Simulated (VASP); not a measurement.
Given:

```
O2Si
1.0
    4.15680     0.00000     0.00000
    0.00000     4.15680     0.00000
    0.00000     0.00000     2.66554
Si O
2 4
Direct
  0.00000   0.00000   0.00000
  0.50000   0.50000   0.50000
  0.30539   0.30539   0.00000
  0.80539   0.19461   0.50000
  0.19461   0.80539   0.50000
  0.69461   0.69461   0.00000
```

Calculation: LDA (Ceperley-Alder, Perdew-Zunger), VASP's LDA PAW potentials (set 64) (plane waves; VASP). Numerical set-up: 520 eV cut-off, 7×7×11 Γ-centred mesh, Gaussian smearing of 0.010 eV, potentials Si O.

Problem. Estimate the energy per atom (σ→0), band gap (on the k-mesh) with the smallest direct gap where there is one.

Solution. 
```json
{
 "band gap (on the k-mesh)": "5.76 eV",
 "smallest direct gap (on the k-mesh)": "5.76 eV",
 "energy per atom (σ→0)": "-8.662 eV/atom"
}
```

The absolute energy has meaning only against runs of the same code, potentials and settings.

The compound is SiO2 in the rutile structure, stishovite, a high-pressure form. It was relaxed first.
